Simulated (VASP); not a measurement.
Method: LDA (Ceperley-Alder, Perdew-Zunger), VASP's LDA PAW potentials (set 64) (plane waves; VASP).

Input for VASP

INCAR:
```
! general
SYSTEM   =  MoTe2
PREC     =  Accurate
ENCUT    =  520
LREAL    =  .FALSE.   ! projection in real space or not
LASPH    =  .TRUE.   ! aspherical one-centre terms

! electronic loop
EDIFF    =  1E-7   ! SCF stop (eV)
NELM     =  100   ! most electronic steps
ALGO     =  Normal   ! blocked Davidson
LMAXMIX  =  4   ! l cut-off of mixed one-centre charges

! smearing
ISMEAR   =  0
SIGMA    =  0.05   ! width (eV)

! ions
IBRION   =  2
NSW      =  30   ! most ionic steps
ISIF     =  4
EDIFFG   =  -0.01   ! ionic stop

! output
LWAVE    =  .FALSE.
LCHARG   =  .FALSE.
```

### POSCAR
```
MoTe2
1
    1.7709079545    -3.0673021400     0.0000000000
    1.7709079545     3.0673021400     0.0000000000
    0.0000000000     0.0000000000    14.0333136290
Te Mo
4 2
Direct
  0.3333330000   0.6666670000   0.8807382539
  0.6666670000   0.3333330000   0.3807382539
  0.6666670000   0.3333330000   0.1192617461
  0.3333330000   0.6666670000   0.6192617461
  0.3333330000   0.6666670000   0.2500000000
  0.6666670000   0.3333330000   0.7500000000
```

**KPOINTS**
```
kpoints
0
Gamma
  7 7 2
0 0 0
```

POTCAR, in this order: Te Mo_sv (LDA.64 set). Program: vasp_std.

**Question.** Predict the energy per atom (σ→0).

**Answer.** 
* **energy per atom (σ→0)**: -6.870 eV/atom

### OSZICAR
```
...
DAV:   1    -0.412185108860E+02   -0.28693E-03   -0.89344E-03  1014   0.615E-01    0.829E-02
DAV:   2    -0.412184050020E+02    0.10588E-03   -0.64945E-04  1164   0.120E-01    0.535E-02
DAV:   3    -0.412183783082E+02    0.26694E-04   -0.19205E-04  1200   0.719E-02    0.406E-02
DAV:   4    -0.412183657919E+02    0.12516E-04   -0.40661E-05  1150   0.308E-02    0.188E-02
DAV:   5    -0.412183647269E+02    0.10650E-05   -0.15021E-05  1232   0.168E-02    0.682E-03
DAV:   6    -0.412183645019E+02    0.22503E-06   -0.16440E-06  1140   0.616E-03    0.725E-03
DAV:   7    -0.412183644910E+02    0.10908E-07   -0.13010E-07   695   0.171E-03
   8 F= -.41218364E+02 E0= -.41218364E+02  d E =-.242299E-03
```

The compound is MoTe2 in the 2H layered structure. This cell is one point of a volume scan, at 1.06 of the reference volume. Symmetry was kept, so distortions that lower it aren't found.
